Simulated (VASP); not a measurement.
Crystal: SnO (Romarchite).

```
CELL_PARAMETERS angstrom
3.79860 0.00000 0.00000
0.00000 3.79860 0.00000
0.00000 0.00000 4.84080
ATOMIC_POSITIONS crystal
Sn 0.50000 0.00000 0.23690
Sn 0.00000 0.50000 0.76310
O 0.00000 0.00000 0.00000
O 0.50000 0.50000 0.00000
```

- Program: VASP 6.6.1
- Task: relaxation of cell and atoms
- Functional: PBE
- Potentials or basis: VASP PAW PBE potentials, release 64 (Sn_d, O)
- Cutoff: 600 eV
- k mesh: 8 × 8 × 6
- Occupations: gaussian, width 0.03 eV
- Spin: no spin polarisation

At the start: pressure 5.0 GPa; volume 17.46 Å³/atom.

Question: Where does the relaxation end?

Answer: Over 16 steps the energy falls by 15.0 meV/atom and the volume is 18.82 Å³/atom (+7.8 %); space group P4/nmm (No. 129, to 0.05 Å).

The path:
```
step  energy change (eV)  largest force (eV/Å)  pressure (GPa)  volume (Å³)
   1              0.0000                0.5839            5.01        69.85
   2             -0.0050                0.8867           -3.51        75.51
   3             -0.0505                0.2115            0.27        72.65
   4             -0.0505                0.1963            0.36        72.60
   5             -0.0540                0.1134            0.26        73.04
   6             -0.0556                0.0157            0.14        73.59
   7             -0.0567                0.0343           -0.02        73.89
   8             -0.0577                0.0563           -0.18        74.25
   9             -0.0586                0.1006           -0.46        74.97
  10             -0.0592                0.0736           -0.32        74.99
  11             -0.0598                0.0241           -0.05        75.04
  12             -0.0595                0.0767            0.44        75.14
  13             -0.0600                0.0126            0.08        75.08
  14             -0.0600                0.0096            0.11        75.08
  15             -0.0600                0.0082            0.09        75.13
  16             -0.0601                0.0009            0.03        75.30
```

Final structure:
```
Sn O
1.0
     3.86720    0.00000    0.00000
     0.00000    3.86720    0.00000
     0.00000    0.00000    5.03478
Sn O
2 2
Direct
  0.50000 0.00000 0.23094
  0.00000 0.50000 0.76906
  0.00000 0.00000 0.00000
  0.50000 0.50000 0.00000
```
